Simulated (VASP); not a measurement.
```
CELL_PARAMETERS angstrom
      1.66486     0.96121     7.13618
     -1.66486     0.96121     7.13618
      0.00000    -1.92241     7.13618
ATOMIC_POSITIONS crystal
  In 0.40170 0.40170 0.40170
  In 0.59830 0.59830 0.59830
  O  0.00000 0.00000 0.00000
  O  0.22820 0.22820 0.22820
  O  0.77180 0.77180 0.77180
```

These are PBEsol GGA, VASP's PBE PAW potentials (set 64) (plane waves; VASP) values and carry that method's errors. Settings: 520 eV cut-off, 9×9×9 Γ-centred mesh, tetrahedra with Blöchl corrections, potentials In_d O.

The cores are frozen, which limits the accuracy of field gradients. Without a dispersion term in the relaxation, distances and binding between the weakly bound layers, chains or molecules are unreliable, and so is what depends on them.

### Question
Give the principal components of the electric field gradient (V/Å²) and the asymmetry η at each nucleus.

### Answer

```tsv
atom	Vxx	Vyy	Vzz	η
In1	-79.2	-79.2	158.3	0.00
In2	-79.2	-79.2	158.3	0.00
O3	9.3	9.3	-18.7	0.00
O4	29.7	29.7	-59.4	0.00
O5	29.7	29.7	-59.4	0.00
```

The structure was generated: In2O3 was put into the Bi2Te3 type (R-3m), which need not be its known phase. It was relaxed first, which changed the volume by +25 %.
